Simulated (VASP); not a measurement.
Input:

```
CELL_PARAMETERS angstrom
      3.92902     0.00000     0.00000
      0.00000     3.92902     0.00000
      0.00000     0.00000     3.92902
ATOMIC_POSITIONS crystal
  Ti 0.00000 0.00000 0.00000
  Pt 0.00000 0.50000 0.50000
  Pt 0.50000 0.00000 0.50000
  Pt 0.50000 0.50000 0.00000
```

Computed with PBEsol GGA, VASP's PBE PAW potentials (set 64) (plane waves; VASP 6.6.1). Numerical set-up: 300 eV cut-off, 9×9×9 Γ-centred mesh, Fermi-Dirac smearing of 0.050 eV, potentials Ti_sv Pt.

At this cut-off the stress carries a Pulay error, which pulls relaxed volumes low. Energy and stress use the plane-wave basis of the starting cell.

Problem. The ions, cell shape and volume are relaxed. Give the cell that the relaxation ends in.

Solution. 
```
CELL_PARAMETERS angstrom
      3.89563     0.00000     0.00000
      0.00000     3.89563     0.00000
      0.00000     0.00000     3.89563
ATOMIC_POSITIONS crystal
  Ti 0.00000 0.00000 0.00000
  Pt 0.00000 0.50000 0.50000
  Pt 0.50000 0.00000 0.50000
  Pt 0.50000 0.50000 0.00000
```
Space group Pm-3m (221), at a tolerance of 0.03 Å.

Problem. How do energy and volume change from the first to the last step?

Solution. The energy (σ→0) changes by -7.9 meV/atom and the volume by -2.5 %, in 4 ionic steps.

The structure is a typed Pt3Ti crystal (Pm-3m). This run relaxes it. Symmetry was kept, so distortions that lower it aren't found. The run is one of a series of settings (EDIFFG = -0.01, IBRION = 2, ISIF = 3, NSW = 50 against the base run), some of them coarse on purpose.
